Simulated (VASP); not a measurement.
VASP runs on NaTc$_{2}$ (space group Fd-3m) share one base input (PBE GGA, plane waves, VASP's PBE PAW potentials (set 64)) and change the settings named in each case.

### POSCAR
```
NaTc2
1
    0.0000000000     3.8403060000     3.8403060000
    3.8403060000     0.0000000000     3.8403060000
    3.8403060000     3.8403060000     0.0000000000
Tc Na
4 2
Direct
  0.1250000000   0.1250000000   0.1250000000
  0.6250000000   0.1250000000   0.1250000000
  0.1250000000   0.6250000000   0.1250000000
  0.1250000000   0.1250000000   0.6250000000
  0.7500000000   0.7500000000   0.7500000000
  0.5000000000   0.5000000000   0.5000000000
```

### INCAR
```
SYSTEM=NaTc2
PREC=Accurate; ENCUT=300; LREAL=.FALSE.
LASPH=.TRUE.
EDIFF=1E-6; NELM=100; ALGO=Normal
LMAXMIX=4
ISMEAR=-1; SIGMA=0.1
GGA=PE
ISIF=2
LWAVE=.FALSE.; LCHARG=.FALSE.
```

File KPOINTS:
```
Regular mesh
0
G
 5 5 5
0 0 0
```

POTCAR, in this order: Tc_pv Na_pv (PBE.64 set). Program: vasp_std.

```
change                                                                                                                                                              E(σ→0) (eV/atom)  pressure (GPa)  −TS (eV)
------------------------------------------------------------------------------------------------------------------------------------------------------------------  ----------------  --------------  --------
base run                                                                                                                                                                     -6.4801          -10.07   -0.2518
GGA = PS                                                                                                                                                                     -6.9865             [?]       [?]
GGA_COMPAT = .FALSE., LNONCOLLINEAR = .TRUE., LSORBIT = .TRUE., MAGMOM = 0.0 0.0 0.0 0.0 0.0 0.0 0.0 0.0 0.0 0.0 0.0 0.0 0.0 0.0 0.0 0.0 0.0 0.0, program vasp_ncl           -6.5492           -9.94   -0.2525
KPOINTS 2×2×2 Γ-centred mesh                                                                                                                                                 -6.5684           -9.59   -0.3071
```

Some entries are withheld; supply them.

- GGA = PS, pressure (GPa): -14.23
- GGA = PS, −TS (eV): -0.2530

Energies of different potentials or functionals have different zeros.  At 300 eV the pressure can carry a Pulay error.

Left out are runs that ran out of time, are held back, or changed the cell or the kind of run, fixed moments of cells without a moment, rows past the twelfth, gaps on odd meshes, pressures of charged cells and columns that move by less than the noise.

The structure was generated: NaTc2 was put into an ordered model structure, which need not be its known phase. The cell was not relaxed at this level.
